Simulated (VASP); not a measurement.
**SiH5F: single point with r2SCAN+D3(BJ)**

Crystal: SiH5F.

```xyz
35
Lattice="8.5726 0.0000 0.0000 0.0000 8.5726 0.0000 0.0000 0.0000 8.5726" Properties=species:S:1:pos:R:3 pbc="T T T"
F     6.0083    1.5930    8.3250
F     2.4107    3.1346    8.6264
F     5.0720    0.2121    6.2040
F     7.9711    2.6557    1.4113
F     7.4009    5.0107    4.9854
H     5.9120    0.9515    7.6056
H     2.0541    3.5512    7.8855
H     4.4689    0.5874    5.5928
H     7.2122    2.5460    0.9812
H     6.9350    5.6417    4.5013
H     0.1740    7.0690    6.0888
H     0.1458    9.0054    4.6657
H    -0.5865    9.5496    6.7256
H     1.7786    8.9157    6.4157
H     1.4738    8.7451    2.3159
H     0.3186    6.5408    2.4084
H    -0.2835    7.9330    0.5337
H     1.8016    7.1065    0.7327
H     5.0124    2.4645    3.9833
H     3.5170    0.5385    4.0455
H     3.0071    2.4971    2.6472
H     4.6127    0.7563    2.0103
H     6.1816    6.5270    3.3073
H     4.7087    4.6797    2.9244
H     3.9172    6.8410    2.2747
H     5.7803    5.9190    0.9680
H     0.9892    3.0474    4.6973
H     3.1825    3.3386    5.3847
H     1.8485    5.3994    4.5229
H     1.4919    4.3936    6.7038
Si    0.3781    8.5977    6.0470
Si    0.7711    7.6963    1.5556
Si    4.0424    1.6509    3.1548
Si    5.1673    5.9568    2.3201
Si    1.8292    4.0379    5.3302
```

The cell was built by a generator and needn't be a form met in nature.

```
Program             : VASP 6.6.1
Task                : single point
Functional          : r2SCAN
Dispersion          : D3(BJ)
Potentials or basis : VASP PAW PBE potentials, release 64 (F, H, Si)
Cutoff              : 520 eV
k mesh              : 1 × 1 × 1
Occupations         : fermi-dirac, width 0.02 eV
Spin                : no spin polarisation
```

```
Pressure                   : -0.6 GPa
Largest force              : 4.000 eV/Å
Band gap on the k mesh     : 6.67 eV, direct
Dispersion energy per atom : -0.016 eV
```

Forces in eV/Å, atoms in the order of the input:
```
F   -0.082 -0.880 -0.895
F    0.466 -0.493  0.829
F    0.239 -0.172  0.209
F    3.287  0.593  1.988
F    0.471 -0.649  0.563
H   -0.059  1.062  0.903
H   -0.382  0.426 -0.662
H   -0.139  0.094 -0.184
H   -3.326 -0.722 -2.101
H   -0.427  0.576 -0.551
H   -0.113  1.106  0.346
H    0.149 -0.022 -0.535
H    0.393 -0.755  0.212
H   -0.071  0.000  0.098
H   -0.475  0.280  0.002
H    0.015  0.517  0.042
H   -0.114  0.559  0.444
H    0.665 -0.307 -0.448
H   -0.146 -0.478 -0.468
H   -0.063  0.513  0.099
H   -0.741  0.458 -0.182
H   -0.138  1.036  0.862
H   -0.410 -0.018 -0.430
H    0.271  0.005 -0.348
H    0.854 -0.387  0.075
H   -0.029 -0.230  0.222
H   -0.636 -0.235 -0.075
H   -0.428  0.592  0.032
H    0.152 -1.390  0.736
H   -0.368  0.046  0.433
Si  -0.386 -0.258 -0.115
Si  -0.080 -1.051 -0.111
Si   1.145 -1.541 -0.200
Si  -0.672  0.659  0.464
Si   1.177  1.064 -1.256
```

Stress tensor (GPa, compression positive):
```
 0.23 -0.04  0.10
-0.04 -1.73 -0.34
 0.10 -0.34 -0.25
```

Levels at points of the mesh, in eV from the valence-band top:
```csv
k point,band 38,band 39,band 40,band 41,band 42,band 43
"(0.00, 0.00, 0.00)",-0.27,-0.11,0.00,6.67,7.08,7.31
```

It took 7.1 min on 1 thread of Intel(R) Xeon(R) Platinum 8259CL CPU @ 2.50GHz (Skylake/Cascade Lake), with other jobs on the host, peak memory 0.62 GiB.

Caveat: the PAW data sets were made with another functional, which shifts forces and pressure a little. r2SCAN opens gaps a little over a GGA but as a rule still falls short of measured ones.
